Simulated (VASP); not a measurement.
Given:

```xyz
2
Lattice="0.0000 3.2032 3.2032 3.2032 0.0000 3.2032 3.2032 3.2032 0.0000" Properties=species:S:1:pos:R:3 pbc="T T T"
Sn     0.0000     0.0000     0.0000
Te     3.2032     3.2032     3.2032
```

The numbers are results of PBE GGA, VASP's PBE PAW potentials (set 64) (plane waves; VASP), not measurements. Run with 520 eV cut-off, Gaussian smearing of 0.050 eV, potentials Sn_d Te.

Unless said otherwise, spin-orbit coupling is left out, though it shifts the bands of the heavy elements here.

Give the energies of bands 7 to 13 at the high-symmetry points, in eV from the valence-band maximum.

| band | Γ | X | U | L | W |
|---|---|---|---|---|---|
| 7 | -4.86 | -6.43 | -7.25 | -8.07 | -7.21 |
| 8 | -2.01 | -5.23 | -4.85 | -1.69 | -4.52 |
| 9 | -2.01 | -3.50 | -3.03 | -1.69 | -4.52 |
| 10 | -2.01 | -3.50 | -2.59 | 0.00 | -0.82 |
| 11 | 3.25 | 2.37 | 2.92 | 0.05 | 0.85 |
| 12 | 3.25 | 4.69 | 3.00 | 0.45 | 4.59 |
| 13 | 3.25 | 4.69 | 4.22 | 0.45 | 4.59 |

The gap is direct, 0.05 eV, from the valence maximum at L to the conduction minimum at L.

The compound is SnTe in the rock salt structure, which distorts at low temperature. It was relaxed first.
